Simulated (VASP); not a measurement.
Here is the system:

```yaml
crystal:
  lattice:
    - [0.00000, 2.18867, 2.18867]
    - [2.18867, 0.00000, 2.18867]
    - [2.18867, 2.18867, 0.00000]
  atoms:
    - { symbol: Nb, position: [0.00000, 0.00000, 0.00000] }
    - { symbol: N, position: [0.50000, 0.50000, 0.50000] }
```

Level of theory: PBEsol GGA, VASP's PBE PAW potentials (set 64) (plane waves; VASP). Numerical set-up: 520 eV cut-off, 16×16×16 Γ-centred mesh, tetrahedra with Blöchl corrections, potentials Nb_sv N.

Q: Tabulate the total density of states (states/eV per cell) against energy (eV; zero at the valence-band maximum or, without a gap, the Fermi level).

A: 
(E (eV), DOS (states/eV)): (-9.98, 0.00); (-9.74, 0.00); (-9.50, 0.00); (-9.26, 0.01); (-9.02, 0.15); (-8.90, 0.21); (-8.66, 0.33); (-8.42, 0.50); (-8.18, 0.82); (-7.94, 0.98); (-7.70, 1.04); (-7.46, 1.13); (-7.22, 0.83); (-6.98, 1.48); (-6.74, 2.27); (-6.62, 2.33); (-6.38, 2.49); (-6.14, 3.75); (-5.90, 2.37); (-5.66, 1.51); (-5.42, 1.14); (-5.18, 0.90); (-4.94, 0.70); (-4.70, 0.56); (-4.46, 0.42); (-4.34, 0.30); (-4.10, 0.16); (-3.86, 0.18); (-3.62, 0.18); (-3.38, 0.21); (-3.14, 0.25); (-2.90, 0.30); (-2.66, 0.35); (-2.42, 0.40); (-2.18, 0.46); (-2.06, 0.51); (-1.82, 0.56); (-1.58, 0.59); (-1.34, 0.63); (-1.10, 0.67); (-0.86, 0.72); (-0.62, 0.79); (-0.38, 0.89); (-0.14, 0.87); (0.10, 0.94); (0.22, 0.94); (0.46, 1.03); (0.70, 1.13); (0.94, 1.41); (1.18, 1.53); (1.42, 1.86); (1.66, 2.21); (1.90, 2.40); (2.14, 1.93); (2.38, 1.64); (2.50, 1.59); (2.74, 2.05); (2.98, 0.72); (3.22, 0.75); (3.46, 0.81)
Within 2 eV below the Fermi level the largest weight inside VASP's projection spheres is Nb d, then N p.

The compound is NbN in the rock salt structure, the cubic δ form, which competes with hexagonal ones. It was relaxed first. VASP warned that the highest band is occupied, so more bands are needed.
